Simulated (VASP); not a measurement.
Calculation: LDA (Ceperley-Alder, Perdew-Zunger), VASP's LDA PAW potentials (set 64) (plane waves; VASP).

A VASP calculation is set up with these files.

### KPOINTS
```
K-points
0
G
8 8 8
```

INCAR:
```
ALGO = Normal
ISMEAR = 0   ! Gaussian
EDIFF = 1E-6
LASPH = .TRUE.
PREC = Accurate
LCHARG = .FALSE.
LWAVE = .FALSE.
SYSTEM = AgCl
IBRION = 2   ! conjugate gradients
NSW = 60   ! most ionic steps
SIGMA = 0.05   ! width (eV)
ENCUT = 400   ! plane-wave cut-off (eV)
EDIFFG = -0.01
ISIF = 3   ! ions, shape and volume
LMAXMIX = 4   ! l cut-off of mixed one-centre charges
LREAL = .FALSE.
NELM = 100
```

**POSCAR**
```
AgCl
1.0
  0.0000000000   2.6765318300   2.6765318300
  2.6765318300   0.0000000000   2.6765318300
  2.6765318300   2.6765318300   0.0000000000
Ag Cl
1 1
direct
  0.0000000000   0.0000000000   0.0000000000
  0.5000000000   0.5000000000   0.5000000000
```

POTCAR, in this order: Ag Cl (LDA.64 set). Program: vasp_std.

Output of the run:

### OSZICAR
```
       N       E                     dE             d eps       ncg     rms          rms(c)
DAV:   1     0.791699905592E+02    0.79170E+02   -0.77614E+03   826   0.102E+03
DAV:   2    -0.415508233633E+01   -0.83325E+02   -0.78289E+02   914   0.225E+02
DAV:   3    -0.692912975440E+01   -0.27740E+01   -0.27671E+01   874   0.442E+01
DAV:   4    -0.694828660091E+01   -0.19157E-01   -0.19155E-01   874   0.415E+00
DAV:   5    -0.694854613255E+01   -0.25953E-03   -0.25953E-03   874   0.470E-01    0.890E+00
DAV:   6    -0.680181058213E+01    0.14674E+00   -0.32302E-01   817   0.831E+00    0.580E+00
DAV:   7    -0.679520756624E+01    0.66030E-02   -0.72321E-02   774   0.219E+00    0.219E+00
DAV:   8    -0.679292605944E+01    0.22815E-02   -0.39668E-03   809   0.713E-01    0.273E-01
DAV:   9    -0.679284151607E+01    0.84543E-04   -0.47845E-04   864   0.289E-01    0.331E-02
DAV:  10    -0.679284585963E+01   -0.43436E-05   -0.12657E-05   794   0.414E-02    0.139E-02
DAV:  11    -0.679284692241E+01   -0.10628E-05   -0.13964E-06   572   0.116E-02    0.371E-03
DAV:  12    -0.679284683058E+01    0.91833E-07   -0.13853E-07   402   0.471E-03
   1 F= -.67928468E+01 E0= -.67928468E+01  d E =-.679285E+01
       N       E                     dE             d eps       ncg     rms          rms(c)
DAV:   1    -0.679367273769E+01   -0.82582E-03   -0.14550E-02   754   0.134E+00    0.196E-01
DAV:   2    -0.679292322991E+01    0.74951E-03   -0.21962E-03   754   0.580E-01    0.663E-02
DAV:   3    -0.679287781934E+01    0.45411E-04   -0.13157E-04   764   0.920E-02    0.437E-02
DAV:   4    -0.679287343466E+01    0.43847E-05   -0.53946E-06   809   0.203E-02    0.141E-02
DAV:   5    -0.679287298086E+01    0.45381E-06   -0.88143E-07   422   0.165E-02
   2 F= -.67928730E+01 E0= -.67928730E+01  d E =-.261503E-04
```

OUTCAR:
```
------------------------ aborting loop because EDIFF is reached ----------------------------------------
  FORCE on cell =-STRESS in cart. coord.  units (eV):
  Direction    XX          YY          ZZ          XY          YZ          ZX
  --------------------------------------------------------------------------------------
  Total        0.0114951      0.0114951      0.0114951      0.0000000     -0.0000000      0.0000000
  in kB        0.4812659      0.4812659      0.4812659      0.0000000     -0.0000000      0.0000000
  external PRESSURE =       0.4812659 kB  Pullay stress =       0.0000000 kB
  volume of cell :       38.27
      direct lattice vectors                 reciprocal lattice vectors
     0.000000000  2.674661879  2.674661879    -0.186939517  0.186939517  0.186939517
     2.674661879  0.000000000  2.674661879     0.186939517 -0.186939517  0.186939517
     2.674661879  2.674661879 -0.000000000     0.186939517  0.186939517 -0.186939517
  FREE ENERGIE OF THE ION-ELECTRON SYSTEM (eV)
  ---------------------------------------------------
  free  energy   TOTEN  =        -6.7928729809 eV

  energy  without entropy=       -6.7928729809  energy(sigma->0) =       -6.79287298

 reached required accuracy - stopping structural energy minimisation
```
(Selected blocks of OUTCAR.)

**CONTCAR**
```
AgCl
   1.00000000000000
     0.0000000000000000    2.6746618794661705    2.6746618794661705
     2.6746618794661705    0.0000000000000000    2.6746618794661705
     2.6746618794661705    2.6746618794661705   -0.0000000000000000
  Ag              Cl
     1     1
Direct
     1.0000000000000000    1.0000000000000000    1.0000000000000000
     0.5000000000000000    0.5000000000000000    0.5000000000000000
```

The compound is AgCl in the rock salt structure. This run relaxes it. Symmetry was kept, so distortions that lower it aren't found. The start is the result of an earlier pass.
